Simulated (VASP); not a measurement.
Data:

```xyz
2
Lattice="0.0000 2.9946 2.9946 2.9946 0.0000 2.9946 2.9946 2.9946 0.0000" Properties=species:S:1:pos:R:3 pbc="T T T"
Pb     0.0000     0.0000     0.0000
S      2.9946     2.9946     2.9946
```

Method: optB88-vdW, VASP's PBE PAW potentials (set 64) (plane waves; VASP). Run with 520 eV cut-off, 8×8×8 Γ-centred mesh, Gaussian smearing of 0.050 eV, potentials Pb_d S.

### Question
The job: PbS (rock salt), 2 atoms, optB88-vdW, static run, 520 eV, 8×8×8 Γ-centred mesh. Roughly how much core time does it take on a busy server core?

### Answer
About 30 core-seconds (one run on a shared machine, a rough figure). It had 29 irreducible k-points, 14 bands, up to 1459 plane waves and 13 electronic steps.

The compound is PbS in the rock salt structure. It was relaxed first.
